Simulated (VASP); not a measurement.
Method: vdW-DF2, VASP's PBE PAW potentials (set 64) (plane waves; VASP).

VASP ran on this input.

**POSCAR**
```
TiCo
1.0
  3.0207855480   0.0000000000   0.0000000000
  0.0000000000   3.0207855480   0.0000000000
  0.0000000000   0.0000000000   3.0207855480
Ti Co
1 1
Cartesian
  0.0000000000   0.0000000000   0.0000000000
  1.5103927740   1.5103927740   1.5103927740
```

KPOINTS:
```
Automatic mesh
0
Gamma
13 13 13
0 0 0
```

### INCAR
```
SYSTEM = TiCo
PREC = Accurate
ENCUT = 520
EDIFF = 1E-7
NELM = 100
ALGO = Normal
LREAL = .FALSE.
LASPH = .TRUE.
ISMEAR = -5
GGA = ML
ZAB_VDW = -1.8867
LUSE_VDW = .TRUE.
AGGAC = 0.0
LMAXMIX = 4
LWAVE = .FALSE.
LCHARG = .TRUE.
LORBIT = 11
NEDOS = 601
ISIF = 2
```

POTCAR, in this order: Ti_sv Co (PBE.64 set). Program: vasp_std.

Question: Predict the energy per atom (σ→0), band gap (on the k-mesh).

Answer: 
| Quantity | Value |
|---|---|
| energy per atom (σ→0) | -4.435 eV/atom |
| band gap (on the k-mesh) | none (metal, semimetal or under 0.01 eV) |

File OSZICAR:
```
...
DAV:  12    -0.886940853647E+01    0.12942E-03   -0.18871E-04  3188   0.193E-01    0.332E-02
DAV:  13    -0.886939774604E+01    0.10790E-04   -0.21060E-05  3544   0.516E-02    0.127E-02
DAV:  14    -0.886939929739E+01   -0.15513E-05   -0.10339E-05  3674   0.234E-02    0.466E-03
DAV:  15    -0.886939863681E+01    0.66058E-06   -0.42390E-07  2380   0.745E-03    0.246E-03
DAV:  16    -0.886939852433E+01    0.11249E-06   -0.16549E-07  1448   0.350E-03    0.522E-04
DAV:  17    -0.886939837245E+01    0.15188E-06   -0.52769E-08  1374   0.177E-03    0.360E-04
DAV:  18    -0.886939839880E+01   -0.26355E-07   -0.10335E-08  1308   0.108E-03
   1 F= -.88693984E+01 E0= -.88693984E+01  d E =0.000000E+00
```

The compound is TiCo in the CsCl type structure. It was relaxed first. The run is not spin-polarised, so no magnetic state was tried. The electron count is odd and the run is not spin-polarised, which forces a metal.
